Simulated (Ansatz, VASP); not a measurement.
# Cross-check of TePb2O between VASP and Ansatz

Aim: how closely do two programs agree when they are given the same cell, functional and k mesh? The cell is invented: As first built, before any earlier steps moved the atoms (in the runner's words): it takes the TePb structure with some of its atoms replaced by other elements, volume scaled by an estimate. It may not be a known or stable phase. The cell is a member of a volume series, scaled by 0.96 from a relaxed one, so a pressure remains.

Calculated with Ansatz 0.2.0; plane waves, with VASP 6.6.1 beside it; single point at PBE.

### 1. The starting structure

Symmetry: P4/mmm, No. 123, tetragonal system. The conventional cell has a = 4.255 Å, b = 4.255 Å, c = 6.070 Å, α = 90.00°, β = 90.00°, γ = 90.00°. Nearest to Pb lie 4 Te at 3.01 Å and 2 O at 3.03 Å. Nearest to Pb lie 4 O at 3.01 Å and 2 Te at 3.03 Å. Nearest to Te lie 6 Pb at 3.01 to 3.03 Å. Nearest to O lie 6 Pb at 3.01 to 3.03 Å. As first built, before any earlier steps moved the atoms (in the runner's words): sites of the TePb structure (space group 225) filled with other elements, volume scaled by an estimate. Farther neighbours and most contacts between anions are not listed.

### 2. VASP: single point, PBE, volume scaled by 0.96

A single point gives forces, pressure and levels at one fixed geometry, so differences don't come from the geometry; what else differs is listed under the comparison.

Lines of VASP's logs that name or quote its potential files are left out, and so is its time.

The input, INCAR:

```
SYSTEM = TePb2O
PREC = Accurate
ENCUT = 520
EDIFF = 1E-06
NELM = 100
ISMEAR = -1
SIGMA = 0.05
LREAL = .FALSE.
ALGO = Normal
GGA = PE
NBANDS = 26
LORBIT = 11
LWAVE = .FALSE.
LCHARG = .FALSE.
KPAR = 2
ISIF = 2
```

The input, POSCAR:

```
TePb2O
1.0
    4.2553360922      0.0000000000      0.0000000000
    0.0000000000      4.2553360922      0.0000000000
    0.0000000000      0.0000000000      6.0696634105
Pb Te O
2 1 1
Direct
    0.5000000000      0.5000000000      0.5000000000
    0.0000000000      0.0000000000      0.0000000000
    0.0000000000      0.0000000000      0.5000000000
    0.5000000000      0.5000000000      0.0000000000
```

The input, KPOINTS:

```
Automatic mesh
0
Gamma
5 5 4
0 0 0
```

The projector-augmented-wave data sets are Pb_d, Te and O (PBE family, release 64).

Launch:

```
> mpirun -np 2 vasp_std
```

Numbers of over 12 decimals in the logs are rounded to 6 here.

Log:

```text
[banner, memory and clock lines left out]
running    2 mpi-ranks, on    1 nodes
 distrk:  each k-point on    1 cores,    2 groups
 distr:  one band on    1 cores,    1 groups

 POSCAR found type information on POSCAR PbTeO
 POSCAR found :  3 types and       4 ions
 LDA part: xc-table for (Slater+PW92), standard interpolation
 POSCAR, INCAR and KPOINTS ok, starting setup
 FFT: planning ... GRIDC
 FFT: planning ... GRID_SOFT
 FFT: planning ... GRID
 WAVECAR not read
 entering main loop
       N       E                     dE             d eps       ncg     rms          rms(c)
DAV:   1     0.420918370733E+03    0.42092E+03   -0.18919E+04   936   0.162E+03
DAV:   2     0.344369653831E+02   -0.38648E+03   -0.37730E+03   940   0.425E+02
DAV:   3    -0.166678983944E+02   -0.51105E+02   -0.50080E+02  1290   0.168E+02
DAV:   4    -0.190609184063E+02   -0.23930E+01   -0.23724E+01  1082   0.377E+01
DAV:   5    -0.191513653094E+02   -0.90447E-01   -0.90416E-01  1198   0.738E+00    0.114E+01
DAV:   6    -0.174803918875E+02    0.16710E+01   -0.27165E+01  1144   0.232E+01    0.125E+01
DAV:   7    -0.160767908502E+02    0.14036E+01   -0.21510E+01  1128   0.108E+01    0.370E+00
DAV:   8    -0.159336705209E+02    0.14312E+00   -0.17924E+00  1216   0.848E+00    0.133E+00
DAV:   9    -0.159331027835E+02    0.56774E-03   -0.10825E-01  1022   0.194E+00    0.468E-01
DAV:  10    -0.159358384594E+02   -0.27357E-02   -0.55468E-02  1240   0.134E+00    0.385E-01
DAV:  11    -0.159342572816E+02    0.15812E-02   -0.21623E-02  1198   0.541E-01    0.911E-02
DAV:  12    -0.159344002722E+02   -0.14299E-03   -0.37847E-03  1212   0.255E-01    0.862E-02
DAV:  13    -0.159342540136E+02    0.14626E-03   -0.12617E-03  1386   0.129E-01    0.122E-02
DAV:  14    -0.159342582165E+02   -0.42028E-05   -0.41864E-05  1022   0.370E-02    0.115E-02
DAV:  15    -0.159342572866E+02    0.92987E-06   -0.56943E-06   976   0.148E-02
   1 F= -.15934257E+02 E0= -.15928329E+02  d E =-.118558E-01
```

OUTCAR, selected parts (step 2):

```text
ion  position               nearest neighbor table
   1  0.500  0.500  0.500-   3 3.01   3 3.01   3 3.01   3 3.01   4 3.03   4 3.03
   2  0.000  0.000  0.000-   4 3.01   4 3.01   4 3.01   4 3.01   3 3.03   3 3.03
   3  0.000  0.000  0.500-   1 3.01   1 3.01   1 3.01   1 3.01   2 3.03   2 3.03
   4  0.500  0.500  0.000-   2 3.01   2 3.01   2 3.01   2 3.01   1 3.03   1 3.03

  LATTYP: Found a simple tetragonal cell.
 ALAT       =     4.2553360922
 C/A-ratio  =     1.4263652222

 Subroutine GETGRP returns: Found 16 space group operations
 (whereof 16 operations were pure point group operations)

The static configuration has the point symmetry D_4h.

 Found     18 irreducible k-points:

   k-points           NKPTS =     18   k-points in BZ     NKDIM =     18   number of bands    NBANDS=     26

   dimension x,y,z NGX =    32 NGY =   32 NGZ =   48
   dimension x,y,z NGXF=    64 NGYF=   64 NGZF=   96

   ENCUT  =  520.0 eV  38.22 Ry    6.18 a.u.   7.91  7.91 11.29*2*pi/ulx,y,z

   NELECT =      40.0000    total number of electrons

 k-points in reciprocal lattice and weights: Automatic mesh
   0.00000000  0.00000000  0.00000000       0.010
   0.20000000  0.00000000  0.00000000       0.040
   0.40000000  0.00000000  0.00000000       0.040
   0.20000000  0.20000000  0.00000000       0.040
   0.40000000  0.20000000  0.00000000       0.080
   0.40000000  0.40000000  0.00000000       0.040
   0.00000000  0.00000000  0.25000000       0.020
   0.20000000  0.00000000  0.25000000       0.080
   0.40000000  0.00000000  0.25000000       0.080
[...]
0.40000000  0.20000000  0.50000000       0.080
   0.40000000  0.40000000  0.50000000       0.040

 average (electrostatic) potential at core
       1 -92.0062       2 -92.0894       3 -88.9481       4 -68.7469

 E-fermi :   5.2853

 k-point     1 :       0.0000    0.0000    0.0000
  band No.  band energies     occupation
    ...
     16       2.3313      2.00000
     17       2.3313      2.00000
     18       4.0124      2.00000
     19       4.0124      2.00000
     20       4.0287      2.00000
     21       9.0008      0.00000
     22       9.0364      0.00000
     23       9.6613      0.00000
     24       9.6613      0.00000
     25      11.1697      0.00000
    ...

 k-point     2 :       0.2000    0.0000    0.0000
  band No.  band energies     occupation
    ...
     16       2.7218      2.00000
     17       3.2314      2.00000
     18       3.8329      2.00000
     19       4.1469      2.00000
     20       4.3488      2.00000
     21       8.1787      0.00000
     22       8.4199      0.00000
     23       9.0418      0.00000
     24       9.1856      0.00000
     25       9.8412      0.00000
    ...

 k-point     3 :       0.4000    0.0000    0.0000
  band No.  band energies     occupation
    ...
     16       3.3201      2.00000
     17       3.6870      2.00000
     18       4.2548      2.00000
     19       4.3083      2.00000
     20       5.1423      1.89166
     21       6.5821      0.00000
     22       7.2977      0.00000
     23       7.4879      0.00000
     24       7.6970      0.00000
     25       9.1012      0.00000
    ...

  Total        1.3681829      1.3681829      1.2740821      0.0000000      0.0000000      0.0000000
  in kB       19.9444660     19.9444660     18.5727261      0.0000000      0.0000000      0.0000000
  external PRESSURE =      19.4872193 kB  Pullay stress =       0.0000000 kB

  energy-cutoff  :      520.00
  volume of cell :      109.91
      direct lattice vectors                 reciprocal lattice vectors
     4.255336092  0.000000000  0.000000000     0.234999064  0.000000000  0.000000000
     0.000000000  4.255336092  0.000000000     0.000000000  0.234999064  0.000000000
     0.000000000  0.000000000  6.069663410     0.000000000  0.000000000  0.164753782

 POSITION                                       TOTAL-FORCE (eV/Angst)
 -----------------------------------------------------------------------------------
      2.12767      2.12767      3.03483         0.000000      0.000000      0.000000
      0.00000      0.00000      0.00000         0.000000      0.000000      0.000000
      0.00000      0.00000      3.03483         0.000000      0.000000      0.000000
      2.12767      2.12767      0.00000         0.000000      0.000000      0.000000
 -----------------------------------------------------------------------------------
    total drift:                                0.000000     -0.000000     -0.000000

  FREE ENERGIE OF THE ION-ELECTRON SYSTEM (eV)
  ---------------------------------------------------
  free  energy   TOTEN  =       -15.9342572866 eV

  energy  without entropy=      -15.9224014756  energy(sigma->0) =      -15.92832938

 total charge
# of ion       s       p       d       tot
------------------------------------------
    1        1.462   0.617   9.842  11.921
    2        1.484   0.467   9.833  11.784
    3        1.384   2.071   0.038   3.493
    4        1.584   3.172   0.000   4.756
--------------------------------------------------
tot          5.914   6.327  19.714  31.954

[... 3 further parts left out ...]
```

The run ends at a pressure of 1.95 GPa.

### 3. Ansatz: single point, PBE, volume scaled by 0.96

Ansatz runs on its default PAW (the set named soft_2) files.

The same cell, functional, mesh and smearing now go to Ansatz, which takes its cutoff from its data sets.

The input, input.yaml:

```yaml
crystal:
  lattice:
    - [4.2553360922, 0.0, 0.0]
    - [0.0, 4.2553360922, 0.0]
    - [0.0, 0.0, 6.0696634105]
  atoms:
    - { symbol: Pb, position: [0.5, 0.5, 0.5] }
    - { symbol: Pb, position: [0.0, 0.0, 0.0] }
    - { symbol: Te, position: [0.0, 0.0, 0.5] }
    - { symbol: O, position: [0.5, 0.5, 0.0] }
hamiltonian:
  xc: pbe
  pseudopotentials: { kind: paw }
kpoints:
  mp_grid: { grid: [5, 5, 4] }
scf:
  occupations: { method: fermi_dirac, width: 0.05 }
  n_extra_bands: 5
output:
  forces: true
  stress: true
  eigenvalues: true
  write_density: true
  write_potential: true
  elf: true
  volumetric_format: npy
```

Launch:

```
> ansatz run input.yaml --threads 2 --pin off --max-ram 4608MiB --backend cpu --events-out ev --progress --plain --runs-dir out
```

Log:

```text
scf.n_extra_bands = 5 over 25 filled bands (N_el = 50.0): the run solves 30 bands
Engine: ansatz 0.2.0, x86_64-unknown-linux-gnu
Pseudopotentials: kind: paw
Pseudopotential: Pb, paw, valence charge 14, recommended cutoff 420 eV (normal), Pb.paw.azcp
Pseudopotential: Te, paw, valence charge 16, recommended cutoff 420 eV (normal), Te.paw.azcp
Pseudopotential: O, paw, valence charge 6, recommended cutoff 420 eV (normal), O.paw.azcp
Functional definition: PBE
  parameter kappa = 0.804
  parameter beta = 0.066725
  exchange = pbe_x(kappa = kappa, mu = beta*pi^2/3)
  correlation = pbe_c(beta = beta)
Crystal: 4 atoms, lattice volume = 109.909 Å³
Basis set: ecut = 420 eV, 2165 PW (Γ), exchange–correlation on 60×60×90 points (8 copies of the dense FFT grid, shifted against one another)
Bands: 30, of which v1, the nominal top of the filled ones, is band 25 counted from 1 (24 counted from 0)
Symmetry: 16 space group operations
Space group: P4/mmm (ITA 123), of the structure as read, at distance tolerance 4.8e-5 Å
k-points: 18 of 100
Non-local potential: Pb, projectors of the file, l = 0: 2, l = 1: 2, l = 2: 2, l = 3: 2
Non-local potential: Te, projectors of the file, l = 0: 2, l = 1: 2, l = 2: 2, l = 3: 2
Non-local potential: O, projectors of the file, l = 0: 2, l = 1: 2, l = 2: 1
PAW form: soft (Blöchl's): semilocal exchange-correlation on the pseudo side does not see the compensation charge
PAW one-centre angular grid: Pb, 590 points (default); XC on 64 Gauss nodes
PAW one-centre angular grid: Te, 590 points (default); XC on 64 Gauss nodes
PAW one-centre angular grid: O, 110 points (default); XC on 64 Gauss nodes
Initial density: superposition of atomic densities (neutral atoms: chi_scale 0, normalization atom), corrected by the library's trained network
Initial wavefunctions: pseudopotential atomic-orbital guess
Functional: x = pbe(κ = 0.804, μ = 0.219515), c = pbe(β = 0.066725)
SCF iter   1: F=—  HF=-31358.399805 eV  |F-HF|=—  |Δ(HF+E_count)|=         —  Δρ=1.98e-3  dr2=5.07e-3  ethr=1.77e-3  ⟨swp⟩=7.6  Hψ=2587  notcnv=0
preconditioner: auto → LDOS  [insulator: Δε(μ)=0.573 eV  Ē_g=14.084 eV  σ=0.050 eV  W_gap=0.80  n_scr=28 (ndim 8)  ℏωp=22.4 eV  f_vac=0.014  D(μ)=1.35/eV (n_scr^D=6)  ε∞_Penn≈3.5  β→1.0]
SCF iter   2: F=—  HF=-31358.398139 eV  |F-HF|=—  |Δ(HF+E_count)|=   1.67e-3  Δρ=1.84e-3  dr2=3.61e-3  ethr=1.01e-5  ⟨swp⟩=2.0  Hψ=1174  notcnv=0  defer=1
SCF iter   3: F=—  HF=-31358.397519 eV  |F-HF|=—  |Δ(HF+E_count)|=   6.20e-4  Δρ=4.53e-4  dr2=2.46e-4  ethr=7.23e-6  ⟨swp⟩=2.0  Hψ=704  notcnv=0  defer=1
SCF iter   4: F=—  HF=-31358.397522 eV  |F-HF|=—  |Δ(HF+E_count)|=   3.13e-6  Δρ=1.53e-4  dr2=2.66e-5  ethr=4.91e-7  ⟨swp⟩=2.1  Hψ=979  notcnv=0  defer=1
SCF iter   5: F=—  HF=-31358.397445 eV  |F-HF|=—  |Δ(HF+E_count)|=   7.63e-5  Δρ=3.43e-5  dr2=1.21e-6  ethr=5.32e-8  ⟨swp⟩=2.0  Hψ=977  notcnv=0  defer=1
SCF iter   6: F=-31358.397445 eV  HF=-31358.397445 eV  |F-HF|=1.12e-8  |Δ(HF+E_count)|=   6.45e-7  Δρ=4.69e-6  dr2=1.60e-8  ethr=2.00e-10  ⟨swp⟩=10.9  Hψ=4580  notcnv=0
SCF 1 converged in 6 iterations: F = -31358.397445 eV  dr2 = 1.60e-8
  greatest PAW one-centre occupation: 0.998 electrons in one spin orbital (limit 2), on the Te atom at site 2 (counted from 0), in its partial waves of l = 2
SCF converged after 6 iterations
Free energy (F): -31358.397445 eV
Harris-Foulkes:  -31358.397445 eV  (|F-HF|=1.12e-8)
Internal energy: -31358.385628 eV  (E = F + TS)
E sigma→0 (E₀):  -31358.391537 eV
Entropy (-TS):   -0.011816 eV (-2.954 meV/atom)
Fermi energy:    8.407177 eV
--- Per-component energies (eV) ---
  E_band       = -389.914124
  E_kinetic    = 925.877485
  E_local      = -3894.022808  (includes V_loc(G=0)·N_el)
  E_nonlocal   = 437.920194
  E_hartree    = 1839.874476
  E_xc         = -639.899525
  E_vxc        = -463.018262  (∫ρ·V_xc dr)
  E_paw        = -25626.131787  (= ΣΔE_a)
  E_vpaw       = -1076.426038  (= ΣTr[D̂ρ^β])
  E_aug_tail   = 0.002194  (compensation charges beyond the density's cutoff)
  E_ewald      = -4402.005858
  E_smearing   = -0.011816  (= −TS)
  E_closure    = 0.000000  (closes the sum)
  Σ components = -31358.397445   (vs F -31358.397445, Δ=0.00e0)
--- Forces (eV/Å), atoms counted from 1 ---
  atom   1  Pb     0.00000000    -0.00000000    -0.00000000
  atom   2  Pb    -0.00000000     0.00000000     0.00000000
  atom   3  Te     0.00000000     0.00000000     0.00000000
  atom   4  O      0.00000000    -0.00000000    -0.00000000
  max |Σ_I F_I| component: 3.48e-28 eV/Å
--- Stress (GPa, compression-positive) ---
        2.057393      -0.000000      -0.000000
       -0.000000       2.057393      -0.000000
       -0.000000      -0.000000       1.930851
  P = ⅓ Tr σ = 2.0152 GPa (20.152 kbar)
--- Band table (eV; the first three rows and the last of 18) ---
  k-point 0: bands = [... 21 lower, 5.4497, 7.1316, 7.1316, 7.1483, 12.1247, 12.1693, 12.7848, 12.7848, ... 1 higher]
  k-point 1: bands = [... 21 lower, 5.5501, 7.0258, 7.0258, 7.5834, 11.1657, 12.2530, 12.4198, 12.4198, ... 1 higher]
  k-point 2: bands = [... 21 lower, 6.8995, 6.8995, 7.1342, 7.2102, 10.3353, 11.3260, 12.1582, 12.1582, ... 1 higher]
  k-point 17: bands = [... 21 lower, 5.9610, 6.2397, 7.5888, 8.2439, 9.7678, 10.5533, 10.9512, 11.4148, ... 1 higher]
```

The job ended after 1.4 s (2 threads of AMD EPYC 9R14 (Zen 4), shared host; peak memory 0.48 GiB).

In the SCF lines HF is the Harris–Foulkes energy and dr2 the Hartree energy of the density residual, in eV; the loop may stop once dr2 is under the threshold and the program's other checks hold. Hψ counts applications of the Hamiltonian.

The run ends at a pressure of 2.02 GPa.

### 4. Side by side

Known differences besides the potentials themselves: the data sets hold 50 valence electrons in Ansatz (default PAW (the set named soft_2) files) and 40 in VASP; the cutoff is 420 eV in Ansatz and 520 eV in VASP; VASP leaves aspherical gradient terms in its spheres out (LASPH is not set), Ansatz keeps them. Total energies have different zeros and are not compared.

Both answers:

```tsv
quantity	Ansatz	VASP	difference
pressure (GPa)	2.02	1.95	+0.07
pressure without Ansatz's Pulay correction (GPa)	1.88	1.95	-0.07
```

Ansatz's pressure holds a Pulay correction of 0.13 GPa; VASP's holds none.

### 5. Ansatz: single point, PBE, volume scaled by 1.04

A single point gives forces, pressure and levels at one fixed geometry, so differences don't come from the geometry; what else differs is listed under the comparison. The cell compared in this pair holds 119.07 Å³, against 109.91 Å³ for the pair before.

The cell is a member of a volume series, scaled by 1.04 from a relaxed one, so a pressure remains.

input.yaml, the sections that differ from step 3:

```yaml
crystal:
  lattice:
    - [4.370400485, 0.0, 0.0]
    - [0.0, 4.370400485, 0.0]
    - [0.0, 0.0, 6.2337872586]
  atoms:
    - { symbol: Pb, position: [0.5, 0.5, 0.5] }
    - { symbol: Pb, position: [0.0, 0.0, 0.0] }
    - { symbol: Te, position: [0.0, 0.0, 0.5] }
    - { symbol: O, position: [0.5, 0.5, 0.0] }
output:
  forces: true
  stress: true
  eigenvalues: true
# hamiltonian, kpoints, scf: as in step 3
```

Log:

```text
[...]
Crystal: 4 atoms, lattice volume = 119.068 Å³
Basis set: ecut = 420 eV, 2357 PW (Γ), exchange–correlation on 60×60×90 points (8 copies of the dense FFT grid, shifted against one another)
Bands: 30, of which v1, the nominal top of the filled ones, is band 25 counted from 1 (24 counted from 0)
Symmetry: 16 space group operations
[...]
k-points: 18 of 100
[...]
k-point 0: bands = [... 21 lower, 4.6903, 6.2989, 6.2989, 6.3144, 10.8556, 11.2561, 11.4054, 11.4054, ... 1 higher]
  k-point 1: bands = [... 21 lower, 4.7761, 6.2067, 6.2067, 6.6666, 9.9628, 11.1125, 11.1125, 11.3383, ... 1 higher]
  k-point 2: bands = [... 21 lower, 6.0907, 6.0987, 6.0987, 6.3578, 9.1419, 10.0824, 10.8912, 10.8912, ... 1 higher]
  k-point 17: bands = [... 21 lower, 5.2446, 5.4874, 6.7020, 7.0668, 8.7288, 9.3381, 9.8423, 10.2246, ... 1 higher]
[key lines of the parts left out:]
SCF converged after 6 iterations
Free energy (F): -31358.404864 eV
Fermi energy:    7.284824 eV
P = ⅓ Tr σ = -1.4808 GPa (-14.808 kbar)
```

Elapsed: 1.1 s, on 2 threads; peak memory 0.47 GiB.

The run ends at a pressure of -1.48 GPa.

### 6. VASP: single point, PBE, volume scaled by 1.04

The same cell, functional, mesh and smearing now go to VASP, with its own data sets and cutoff.

INCAR is that of step 2.

The input, POSCAR:

```
TePb2O
1.0
    4.3704004850      0.0000000000      0.0000000000
    0.0000000000      4.3704004850      0.0000000000
    0.0000000000      0.0000000000      6.2337872586
Pb Te O
2 1 1
Direct
    0.5000000000      0.5000000000      0.5000000000
    0.0000000000      0.0000000000      0.0000000000
    0.0000000000      0.0000000000      0.5000000000
    0.5000000000      0.5000000000      0.0000000000
```

KPOINTS is that of step 2.

Launch:

```
> mpirun -np 2 vasp_std
```

Log:

```text
[... set-up lines as in an earlier step ...]
 entering main loop
       N       E                     dE             d eps       ncg     rms          rms(c)
DAV:   1     0.415142049937E+03    0.41514E+03   -0.18708E+04   936   0.158E+03
DAV:   2     0.327297940563E+02   -0.38241E+03   -0.37384E+03   954   0.415E+02
DAV:   3    -0.170252677557E+02   -0.49755E+02   -0.48844E+02  1276   0.165E+02
DAV:   4    -0.193464498455E+02   -0.23212E+01   -0.23029E+01  1080   0.378E+01
[...]
DAV:  14    -0.159422990507E+02   -0.57148E-05   -0.21773E-05  1016   0.254E-02    0.187E-02
DAV:  15    -0.159422945222E+02    0.45286E-05   -0.22204E-05   986   0.144E-02    0.401E-03
DAV:  16    -0.159422942922E+02    0.23002E-06   -0.23554E-06   626   0.591E-03
   1 F= -.15942294E+02 E0= -.15937877E+02  d E =-.883506E-02
```

OUTCAR, selected parts (step 6):

```text
  Total       -1.1598981     -1.1598981     -1.1117382      0.0000000     -0.0000000      0.0000000
  in kB      -15.6075946    -15.6075946    -14.9595548      0.0000000     -0.0000000      0.0000000
  external PRESSURE =     -15.3915813 kB  Pullay stress =       0.0000000 kB

 POSITION                                       TOTAL-FORCE (eV/Angst)
 -----------------------------------------------------------------------------------
      2.18520      2.18520      3.11689         0.000000      0.000000      0.000000
      0.00000      0.00000      0.00000         0.000000      0.000000      0.000000
      0.00000      0.00000      3.11689         0.000000      0.000000      0.000000
      2.18520      2.18520      0.00000         0.000000      0.000000      0.000000
 -----------------------------------------------------------------------------------
    total drift:                                0.000000      0.000000      0.000000

  FREE ENERGIE OF THE ION-ELECTRON SYSTEM (eV)
  ---------------------------------------------------
  free  energy   TOTEN  =       -15.9422942922 eV

  energy  without entropy=      -15.9334592273  energy(sigma->0) =      -15.93787676

[... 1 part as in an earlier step ...]

[... 2 further parts left out ...]
[key lines of the parts left out:]
E-fermi :   4.4005
```

The run ends at a pressure of -1.54 GPa.

(Continued in part 2 of 2.)

[Lines on the potential files, build, host, timing and source positions are cut from VASP's logs without a mark.]

[Logs are printed without paths, hosts, clocks, repeated set-up lines and the standing remarks that a program may print on its own settings, such as how far it seeks lower states.]

[Hosts, paths, dates, database ids (printed as entryN), source tags and the programs' standing remarks are cut or masked in the printed files.]
